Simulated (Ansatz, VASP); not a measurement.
# Cross-check of SnTeS (1T-SnSTe monolayer) between VASP and Ansatz

Aim: how closely do two programs agree when they are given the same cell, functional and k mesh? Of the first pair: The structure shown is the start of the Ansatz relaxation below; VASP solves that cell, so the two are compared at the walk's first step.

Program: Ansatz 0.2.0. Level of theory: plane waves, with VASP 6.6.1 beside it; single point at RPBE with D3(BJ). Results are calculated unless marked as measured.

**1. Starting point**

The cell holds 3 atoms: 1 Te, 1 Sn and 1 S. Cell: a = 3.742 Å, b = 3.742 Å, c = 28.661 Å, α = 90.0°, β = 90.0°, γ = 120.0°. Vacuum lies along c. The height across the vacuum is the one that the program set for its solve, not the one typed.

Coordinates:

```cif
data_structure
_symmetry_space_group_name_H-M 'P 1'
_symmetry_Int_Tables_number 1
_cell_length_a 3.7423
_cell_length_b 3.7423
_cell_length_c 28.6610
_cell_angle_alpha 90.000
_cell_angle_beta 90.000
_cell_angle_gamma 120.000
_cell_volume 347.61
loop_
_atom_site_label
_atom_site_type_symbol
_atom_site_fract_x
_atom_site_fract_y
_atom_site_fract_z
_atom_site_occupancy
Te1 Te 0.66667 0.33333 0.31402 1
Sn2 Sn 0.00000 0.00000 0.36761 1
S3 S 0.33333 0.66667 0.39882 1
```

**2. Ansatz: relaxation, RPBE with D3(BJ)**

Ansatz runs on its default PAW (the set named soft_2) files.

The two programs are compared at the cell with which this relaxation starts, whose forces are those of its first step.

The input, input.yaml:

```yaml
crystal:
  lattice:
    - [3.7422765, 0.0, 0.0]
    - [-1.87113825, 3.240906517, 0.0]
    - [0.0, 0.0, 20.4305228475]
  atoms:
    - { symbol: Te, position: [0.6666666667, 0.3333333333, 0.4405173606] }
    - { symbol: Sn, position: [0.0, 0.0, 0.5157036722] }
    - { symbol: S, position: [0.3333333333, 0.6666666667, 0.5594826394] }
  periodic: [true, true, false]
kpoints:
  mp_grid: { grid: [12, 12, 1] }
hamiltonian:
  xc: rpbe
  dispersion: d3bj
scf:
  occupations: { method: fermi_dirac, width: 0.05 }
  convergence: { dr2_threshold: 1.0e-09 }
relax:
  f_tol: 0.004
  max_steps: 90
  cell: {}
output:
  write_potential: true
  write_density: true
  volumetric_format: npy
```

The run is started by

```bash
$ ansatz run input.yaml --threads 2 --pin off --max-ram 3072MiB --backend cpu --events-out ev --progress --plain --runs-dir out
```

Numbers of over 12 decimals in the logs are rounded to 6 here.

The program printed:

```text
Warning: crystal.periodic: the lattice vector that does not repeat stood 0.000° off the slab's normal, 20.431 Å along it as the deck builds it. The run solves the slab on a vector along the normal, 28.661 Å long, with every atom where it was (on the deck's vector they left 18.00 Å outside them, and the widest stretch free of ions among them is 1.54 Å). A fractional position that the run reports is one of the run's ce [...]
Warning: relax.cell: scf.convergence.dr2_threshold = 1e-9 eV is looser than the 1.94152265477e-10 eV advised for a relaxation that steers and ends on the stress (1e-10 eV for each atom of the cell: 3, times the square of relax.cell.stress_2d_tol = 0.05 N/m over 12.4 Å (the atoms' height at the walk's start and 5 Å past either face), 4.022e-2 GPa, over a crystal's default 0.05). What an SCF threshold leaves in a stress goes as its square root, and in the free energy as the threshold itself, and one threshold admits the most on a small cell: [figures from the program's tests cut] Set scf.convergence.dr2_threshold to 1.94152265477e-10 eV or tighter. [rest of the remark cut]
crystal.periodic: the lattice vector that does not repeat stood 0.000° off the slab's normal, 20.431 Å along it as the deck builds it. The run solves the slab on a vector along the normal, 28.661 Å long, with every atom where it was (on the deck's vector they left 18.00 Å outside them, and the widest stretch free of ions among them is 1.54 Å). A fractional position that the run reports is one of the run's cell, which [...]
Engine: ansatz 0.2.0, aarch64-unknown-linux-gnu
Pseudopotentials: kind: paw
Pseudopotential: Te, paw, valence charge 16, recommended cutoff 420 eV (normal), Te.paw.azcp
Pseudopotential: Sn, paw, valence charge 14, recommended cutoff 420 eV (normal), Sn.paw.azcp
Pseudopotential: S, paw, valence charge 6, recommended cutoff 420 eV (normal), S.paw.azcp
Functional definition: RPBE
  parameter kappa = 0.804
  parameter beta = 0.066725
  exchange = rpbe_x(kappa = kappa, mu = beta*pi^2/3)
  correlation = pbe_c(beta = beta)
Crystal: 3 atoms, lattice volume = 347.612 Å³
Basis set: ecut = 420 eV, 6827 PW (Γ), exchange–correlation on 54×54×384 points (8 copies of the dense FFT grid, shifted against one another)
Bands: 22, of which v1, the nominal top of the filled ones, is band 18 counted from 1 (17 counted from 0)
Symmetry: 6 space group operations
[...]
SCF iter   5: F=—  HF=-13932.293019 eV  |F-HF|=—  |Δ(HF+E_count)|=   4.31e-5  Δρ=6.54e-6  dr2=1.37e-7  ethr=2.68e-9  ⟨swp⟩=3.2  Hψ=939  notcnv=0
SCF iter   6: F=—  HF=-13932.293019 eV  |F-HF|=—  |Δ(HF+E_count)|=   3.04e-8  Δρ=1.78e-6  dr2=1.58e-8  ethr=3.80e-10  ⟨swp⟩=3.0  Hψ=902  notcnv=0
SCF iter   7: F=—  HF=-13932.293019 eV  |F-HF|=—  |Δ(HF+E_count)|=   3.73e-8  Δρ=6.73e-7  dr2=1.48e-9  ethr=4.39e-11  ⟨swp⟩=3.7  Hψ=914  notcnv=0
SCF iter   8: F=-13932.293019 eV  HF=-13932.293019 eV  |F-HF|=1.35e-9  |Δ(HF+E_count)|=   3.42e-9  Δρ=2.28e-7  dr2=1.30e-10  ethr=2.78e-12  ⟨swp⟩=12.2  Hψ=3279  notcnv=0
SCF 6 converged in 8 iterations: F = -13932.293019 eV  dr2 = 1.30e-10
relax step   6: F+E_penalty+E_count = -13932.29301861 eV  Δ(F+E_penalty+E_count) = -2.517e-3 eV  max|allowed force component| = 4.177e-2 eV/Å  Δτ_max = 0.0100 Å  P = -0.002 N/m  Ω = 318.174 Å³  energy of the carried Pulay correction = +3.037e-3 eV  fix = [c, alpha, beta]  reactions: c -0.000 N/m  (8 SCF iters, accepted)
[...]
relax step   7: F+E_penalty+E_count = -13932.29304430 eV  Δ(F+E_penalty+E_count) = -2.568e-5 eV  max|allowed force component| = 9.902e-3 eV/Å  Δτ_max = 0.0013 Å  P = -0.021 N/m  Ω = 318.386 Å³  energy of the carried Pulay correction = +3.014e-3 eV  fix = [c, alpha, beta]  reactions: c -0.000 N/m  (6 SCF iters, accepted)
[...]
relax step   8: F+E_penalty+E_count = -13932.29305304 eV  Δ(F+E_penalty+E_count) = -8.737e-6 eV  max|allowed force component| = 1.339e-3 eV/Å  Δτ_max = 0.0006 Å  P = -0.004 N/m  Ω = 318.363 Å³  energy of the carried Pulay correction = +3.016e-3 eV  fix = [c, alpha, beta]  reactions: c -0.000 N/m  (5 SCF iters, accepted)
[...]
relax step   9: F+E_penalty+E_count = -13932.29136192 eV  Δ(F+E_penalty+E_count) = +1.691e-3 eV  max|allowed force component| = 6.778e-4 eV/Å  Δτ_max = 0.0000 Å  P = -0.028 N/m  Ω = 318.363 Å³  fix = [c, alpha, beta]  reactions: c -0.000 N/m  stress off target by 2.81e-2 N/m on what of the cell is left free  SCF on the basis re-selected at this cell (its energy is not comparable with the rows above)  (4 SCF iters)
basis re-selected at this cell: Δ(F+E_penalty+E_count) = +1.691e-3 eV, ΔP = -0.025 N/m vs the last step (what re-selecting the basis moved, of the pressure what is left beyond the Pulay correction that the steps carried, after the strain that the cell walked since its last selection, with what the two solves' SCF thresholds leave and, on support functions, any second-order correction that the steps lacked; it is no measure of the basis error at this ecutwfc). The dense FFT grid was sized anew with the basis: this SCF ran on 24×24×192 points, the steps before it on 27×27×192, so part of this shift can come from that change (see relax.cell in the input reference). [rest of the remark cut]
SCF converged after 4 iterations
Free energy (F): -13932.291362 eV
Harris-Foulkes:  -13932.291362 eV  (|F-HF|=1.32e-9)
Internal energy: -13932.281284 eV  (E = F + TS)
E sigma→0 (E₀):  -13932.286323 eV
Entropy (-TS):   -0.010078 eV (-3.359 meV/atom)
Fermi energy:    -4.423714 eV
--- Per-component energies (eV) ---
  E_band       = -851.123286
  E_kinetic    = 478.964041
  E_local      = -61024.800878  (includes V_loc(G=0)·N_el)
  E_nonlocal   = -314.139594
  E_hartree    = 30521.425964
  E_xc         = -605.812429
  E_vxc        = -288.305378  (∫ρ·V_xc dr)
  E_paw        = -9423.447349  (= ΣΔE_a)
  E_vpaw       = -745.692465  (= ΣTr[D̂ρ^β])
  E_aug_tail   = -0.000192  (compensation charges beyond the density's cutoff)
  E_ewald      = 26440.845708
  E_disp       = -5.267281  (pairwise vdW)
  E_core_change = -0.049275  (= ΣΔE_core)
  E_smearing   = -0.010078  (= −TS)
  E_closure    = 0.000000  (closes the sum)
  Σ components = -13932.291362   (vs F -13932.291362, Δ=0.00e0)
--- Forces (eV/Å), atoms counted from 1 ---
  atom   1  Te     0.00000000    -0.00000000     0.00067778
  atom   2  Sn    -0.00000000     0.00000000    -0.00031039
  atom   3  S      0.00000000     0.00000000    -0.00036733
  max |Σ_I F_I| component: 6.23e-8 eV/Å
--- 2D stress c σ (N/m, compression-positive) ---
       -0.028145      -0.000000      -0.000000
       -0.000000      -0.028145      -0.000000
       -0.000000      -0.000000      -0.000000
  P = ½ c Tr σ = -0.0281 N/m
--- Band table (eV; the first three rows and the last of 19) ---
  k-point 0: bands = [... 14 lower, -6.4476, -6.4476, -3.7919, -3.7919, -3.4010, -1.2664, -0.4101, -0.3147]
  k-point 1: bands = [... 14 lower, -6.9635, -6.5702, -4.6100, -3.9520, -3.0768, -1.0999, -0.6523, -0.1525]
  k-point 2: bands = [... 14 lower, -7.4111, -6.8806, -6.0302, -4.3160, -2.8457, -1.4318, -0.3678, 0.1318]
  k-point 18: bands = [... 14 lower, -9.5239, -9.4878, -7.2131, -6.5471, -4.2068, -1.2571, -0.6429, 0.6569]
  the weakly bound empty levels are not read free of the cell's end (no_gap_told)
--- Relaxed structure (8 steps of the walk, 8 accepted, 1 SCFs on fresh bases) ---
  F+E_penalty+E_count = -13932.29136192 eV   max|allowed force component| = 6.778e-4 eV/Å   (the final SCF, on the basis selected at the relaxed cell)
  cell:  # Å, volume = 318.3626 Å³
    - [3.581374, 0, 0]
    - [-1.790687, 3.101561, 0]
    - [0, 0, 28.661046]
  atoms:
    - { symbol: Te, position: [0.666667, 0.333333, 0.298521] }
    - { symbol: Sn, position: [0, 0, 0.365443] }
    - { symbol: S, position: [0.333333, 0.666667, 0.416478] }
```

**3. VASP: single point, RPBE with D3(BJ), start cell, pair 1**

The same cell, functional, mesh and smearing now go to VASP, with its own data sets.

Lines of VASP's logs that name or quote its potential files are left out, and so is its time.

The input, INCAR:

```
SYSTEM = SnTeS
PREC = Accurate
ENCUT = 400
EDIFF = 1E-06
NELM = 120
ISMEAR = -1
SIGMA = 0.05
LREAL = .FALSE.
ALGO = Normal
GGA = RP
IVDW = 12
NBANDS = 19
LORBIT = 11
LWAVE = .FALSE.
LCHARG = .FALSE.
ISIF = 2
LDIPOL = .TRUE.
IDIPOL = 3
DIPOL = 0.5 0.5 0.36
LVHAR = .TRUE.
LASPH = .TRUE.
GGA_COMPAT = .FALSE.
NELMDL = -8
```

The input, POSCAR:

```
SnTeS
1.0
    3.7422770000      0.0000000000      0.0000000000
   -1.8711380000      3.2409070000      0.0000000000
    0.0000000000      0.0000000000     28.6610460000
Te Sn S
1 1 1
Direct
    0.6666664371      0.3333332305      0.3140150572
    0.9999997704      0.9999998972      0.3676103098
    0.3333331038      0.6666665638      0.3988173704
```

The input, KPOINTS:

```
Automatic mesh
0
Gamma
12 12 1
0 0 0
```

PAW data sets: Te, Sn_d and S (PBE family, release 64).

The run is started by

```bash
$ mpirun -np 1 vasp_std
```

The program printed:

```text
[banner, memory and clock lines left out]
running    1 mpi-ranks, on    1 nodes
 distrk:  each k-point on    1 cores,    1 groups
 distr:  one band on    1 cores,    1 groups

 POSCAR found type information on POSCAR TeSnS
 POSCAR found :  3 types and       3 ions
|                                                                             |
|               ----> ADVICE to this user running VASP <----                  |
|                                                                             |
|     You enforced a specific xc type in the INCAR file but a different       |
|     [... a line on the potential file left out ...]
|     I HOPE YOU KNOW WHAT YOU ARE DOING!                                     |
|                                                                             |

 LDA part: xc-table for (Slater+PW92), standard interpolation
 POSCAR, INCAR and KPOINTS ok, starting setup
 FFT: planning ... GRIDC
 FFT: planning ... GRID_SOFT
 FFT: planning ... GRID
 WAVECAR not read
 entering main loop
       N       E                     dE             d eps       ncg     rms          rms(c)
DAV:   1     0.173723755298E+03    0.17372E+03   -0.95955E+03   874   0.855E+02
DAV:   2     0.100785456342E+02   -0.16365E+03   -0.16014E+03   928   0.214E+02
DAV:   3    -0.769488103628E+01   -0.17773E+02   -0.17727E+02   981   0.848E+01
DAV:   4    -0.818346450439E+01   -0.48858E+00   -0.48823E+00  1126   0.162E+01
DAV:   5    -0.818947701239E+01   -0.60125E-02   -0.60120E-02  1131   0.164E+00
DAV:   6    -0.818956050233E+01   -0.83490E-04   -0.83489E-04  1099   0.171E-01
DAV:   7    -0.818956361877E+01   -0.31164E-05   -0.31167E-05  1136   0.289E-02
DAV:   8    -0.818956367851E+01   -0.59740E-07   -0.59506E-07   918   0.407E-03    0.135E+01
DAV:   9    -0.773937099809E+01    0.45019E+00   -0.77258E-01  1048   0.969E+00    0.894E+00
DAV:  10    -0.769897577717E+01    0.40395E-01   -0.77390E-01   960   0.663E+00    0.109E+00
DAV:  11    -0.767210807620E+01    0.26868E-01   -0.14900E-01   901   0.402E+00    0.647E-01
DAV:  12    -0.767261580065E+01   -0.50772E-03   -0.96950E-03   925   0.594E-01    0.302E-01
DAV:  13    -0.767245536104E+01    0.16044E-03   -0.10237E-03  1054   0.415E-01    0.175E-01
DAV:  14    -0.767234733717E+01    0.10802E-03   -0.77259E-04   837   0.174E-01    0.688E-02
[...]
DAV:  20    -0.767270359878E+01   -0.89574E-05   -0.61680E-07   854   0.376E-03    0.506E-03
DAV:  21    -0.767272334898E+01   -0.19750E-04   -0.56867E-07   790   0.382E-03    0.202E-03
DAV:  22    -0.767273232622E+01   -0.89772E-05   -0.28755E-07   824   0.236E-03    0.201E-03
DAV:  23    -0.767273724126E+01   -0.49150E-05   -0.56224E-08   811   0.164E-03    0.981E-04
DAV:  24    -0.767274124998E+01   -0.40087E-05   -0.46955E-08   783   0.704E-04    0.660E-04
DAV:  25    -0.767274406613E+01   -0.28162E-05   -0.10187E-07   796   0.748E-04    0.544E-04
DAV:  26    -0.767274515153E+01   -0.10854E-05   -0.15140E-08   783   0.816E-04    0.262E-04
DAV:  27    -0.767274558269E+01   -0.43116E-06   -0.47339E-09   703   0.258E-04
   1 F= -.13346824E+02 E0= -.13346778E+02  d E =-.911403E-04
```

From OUTCAR (step 3):

```text
ion  position               nearest neighbor table
   1  0.667  0.333  0.314-   2 2.65   2 2.65   2 2.65
   2  1.000  1.000  0.368-   3 2.34   3 2.34   3 2.34   1 2.65   1 2.65   1 2.65
   3  0.333  0.667  0.399-   2 2.34   2 2.34   2 2.34

  LATTYP: Found a hexagonal cell.
 ALAT       =     3.7422770000
 C/A-ratio  =     7.6587184754

 Subroutine GETGRP returns: Found  6 space group operations
 (whereof  6 operations were pure point group operations)

The static configuration has the point symmetry C_3v.

 Found     19 irreducible k-points:

   k-points           NKPTS =     19   k-points in BZ     NKDIM =     19   number of bands    NBANDS=     19

   dimension x,y,z NGX =    24 NGY =   24 NGZ =  192
   dimension x,y,z NGXF=    48 NGYF=   48 NGZF=  384

   ENCUT  =  400.0 eV  29.40 Ry    5.42 a.u.   6.10  6.10 46.74*2*pi/ulx,y,z

   NELECT =      26.0000    total number of electrons

 k-points in reciprocal lattice and weights: Automatic mesh
   0.00000000  0.00000000  0.00000000       0.007
   0.08333333  0.00000000  0.00000000       0.042
   0.16666667  0.00000000  0.00000000       0.042
   0.25000000  0.00000000  0.00000000       0.042
   0.33333333  0.00000000  0.00000000       0.042
   0.41666667  0.00000000  0.00000000       0.042
   0.50000000  0.00000000  0.00000000       0.021
   0.08333333  0.08333333  0.00000000       0.042
   0.16666667  0.08333333  0.00000000       0.083
[...]
0.33333333  0.25000000  0.00000000       0.083
   0.33333333  0.33333333  0.00000000       0.014

 dipolmoment           0.000000      0.000000     -0.013896 electrons x Angstroem

 average (electrostatic) potential at core
       1 -96.2341       2-110.1940       3 -94.4970

 E-fermi :  -2.2478

 k-point     1 :       0.0000    0.0000    0.0000
  band No.  band energies     occupation
    ...
      9      -5.8446      2.00000
     10      -5.8446      2.00000
     11      -3.9858      2.00000
     12      -2.7123      1.99982
     13      -2.7123      1.99982
     14      -1.6445      0.00001
     15       0.8906      0.00000
     16       1.2891      0.00000
     17       1.2891      0.00000
     18       1.8804      0.00000
    ...

 k-point     2 :       0.0833    0.0000    0.0000
  band No.  band energies     occupation
    ...
      9      -6.3615      2.00000
     10      -6.0290      2.00000
     11      -3.8608      2.00000
     12      -3.1902      2.00000
     13      -2.6586      1.99946
     14      -1.2914      0.00000
     15       0.9205      0.00000
     16       1.4611      0.00000
     17       1.5806      0.00000
     18       2.0322      0.00000
    ...

 k-point     3 :       0.1667    0.0000    0.0000
  band No.  band energies     occupation
    ...
      9      -6.9254      2.00000
     10      -6.4578      2.00000
     11      -4.3266      2.00000
     12      -3.5172      2.00000
     13      -2.6084      1.99853
     14      -0.7848      0.00000
     15       0.6727      0.00000
     16       1.9996      0.00000
     17       2.0606      0.00000
     18       2.3408      0.00000
    ...

 Edisp (eV)   -5.67408

  Total      10.04132    10.04132     9.92440     0.00000     0.00000    -0.00000
  in kB      46.28144    46.28144    45.74254     0.00001     0.00000    -0.00000
  external pressure =       46.10 kB  Pullay stress =        0.00 kB

  energy-cutoff  :      400.00
  volume of cell :      347.61
      direct lattice vectors                 reciprocal lattice vectors
     3.742277000  0.000000000  0.000000000     0.267216991  0.154277758  0.000000000
    -1.871138000  3.240907000  0.000000000     0.000000000  0.308555599  0.000000000
     0.000000000  0.000000000 28.661046000     0.000000000  0.000000000  0.034890562

 POSITION                                       TOTAL-FORCE (eV/Angst)
 -----------------------------------------------------------------------------------
      1.87114      1.08030      9.00000        -0.000000      0.000000     -3.649122
      1.87114      3.24091     10.53610        -0.000000      0.000000     -1.213407
     -0.00000      2.16060     11.43052         0.000000      0.000000      4.862529
 -----------------------------------------------------------------------------------
    total drift:                                0.000701      0.000349      0.001481

  FREE ENERGIE OF THE ION-ELECTRON SYSTEM (eV)
  ---------------------------------------------------
  free  energy   TOTEN  =       -13.3468236701 eV

  energy  without entropy=      -13.3467325298  energy(sigma->0) =      -13.34677810

 vacuum level on the upper side and lower side of the slab         2.487         2.694

 total charge
# of ion       s       p       d       tot
------------------------------------------
    1        1.393   2.168   0.052   3.614
    2        1.047   1.375  10.283  12.705
    3        1.356   2.527   0.000   3.883
--------------------------------------------------
tot          3.796   6.070  10.335  20.202

[... 3 further parts left out ...]
```

(Continued in part 2 of 2.)

[Lines on the potential files, build, host, timing and source positions are cut from VASP's logs without a mark.]

[Logs are printed without paths, hosts, clocks, repeated set-up lines and the standing remarks that a program may print on its own settings, such as how far it seeks lower states.]

[Hosts, paths, dates, database ids (printed as entryN), source tags and the programs' standing remarks are cut or masked in the printed files.]
